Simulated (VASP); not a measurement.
A run of VASP 6.6.1:

The input POSCAR:

```
TiZn
1.0
    3.1237475700      0.0000000000      0.0000000000
    0.0000000000      3.1237475700      0.0000000000
    0.0000000000      0.0000000000      3.1237475700
Ti Zn
1 1
Direct
    0.5000000000      0.5000000000      0.5000000000
    0.0000000000      0.0000000000      0.0000000000
```

File INCAR.step1:

```
ALGO = Normal ; EDIFF = 1E-4
ENCUT = 520 ; GGA = PE
ISMEAR = 0 ; LASPH = True
LCHARG = False ; LREAL = False
LWAVE = True ; NBANDS = 19
NELM = 100 ; PREC = Accurate
SIGMA = 0.1
```

File INCAR.step2:

```
ALGO = Normal ; EDIFF = 1E-7
ENCUT = 520 ; ISIF = 2
ISMEAR = 0 ; ISTART = 1
LASPH = True ; LCHARG = False
LMIXTAU = True ; LREAL = False
LWAVE = False ; METAGGA = R2SCAN
NBANDS = 19 ; NELM = 100
PREC = Accurate ; SIGMA = 0.1
```

The input KPOINTS:

```
k-points
0
Gamma
  6 6 6
```

Potentials or basis: VASP PAW PBE potentials, release 64 (Ti_sv, Zn).

The run is started by

```sh
$ cat potpaw_PBE.64/Ti_sv/POTCAR potpaw_PBE.64/Zn/POTCAR > POTCAR
$ cp INCAR.step1 INCAR
$ mpirun -np 1 vasp_std > vasp.out
$ cp INCAR.step2 INCAR
$ mpirun -np 1 vasp_std > vasp.out
```

Hardware: 1 thread of Intel(R) Xeon(R) Platinum 8488C (Sapphire Rapids) (shared host).

Problem. How long does it take, and how much memory?

Solution. Run time: 28 s on 1 thread of Intel(R) Xeon(R) Platinum 8488C (Sapphire Rapids), on a shared host, peak memory 0.14 GiB. Counts: scf iterations 13, k points 20.
